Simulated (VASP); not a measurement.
Runs of VASP 6.6.1 on TaAs. It takes space group I4_1md (No. 109, tetragonal). The conventional cell has a = 3.444 Å, b = 3.444 Å, c = 11.736 Å, α = 90.00°, β = 90.00°, γ = 90.00°. Ta (site symmetry 2mm) is surrounded by 6 As at 2.61 to 2.62 Å. As (site symmetry 2mm) has 6 Ta at 2.61 to 2.62 Å as nearest neighbours. The cell is a database's computed one.

```tsv
level	potentials or basis	k mesh	cutoff (eV)	gap on the mesh (eV)	pressure (GPa)	largest force (eV/Å)
PBEsol	VASP PAW PBE potentials, release 64 (Ta, As)	13 × 13 × 13	500	none	-3.9	0.02
PBEsol	VASP PAW PBE potentials, release 64 (Ta_pv, As)	19 × 19 × 19	520	none	-3.3	0.02
r2SCAN	VASP PAW PBE potentials, release 64 (Ta_pv, As)	13 × 13 × 13	520	none	(a)	-
PBEsol	VASP PAW PBE potentials, release 64 (Ta_pv, As)	13 × 13 × 13	700	none	-3.2	0.02
PBEsol	VASP PAW PBE potentials, release 64 (Ta_pv, As_d)	13 × 13 × 13	600	none	(b)	0.02
PBE	VASP PAW PBE potentials, release 64 (Ta_pv, As)	13 × 13 × 13	520	none	2.6	0.02
```

Alike in all rows: task electric field gradients; no spin polarisation; cell as given; smearing fermi-dirac 0.05 eV.

Q: Fill in the values left out.

A: (a) 0.0; (b) -3.5.

Caveats: the PAW data sets were made with another functional, which shifts forces and pressure a little (some runs).

A k mesh can miss the band edges, and the runs leave out spin-orbit coupling on As, Ta.

A gap of «none» marks a metal or a gap under the smearing width.

The runs don't all hold the same shells in valence.
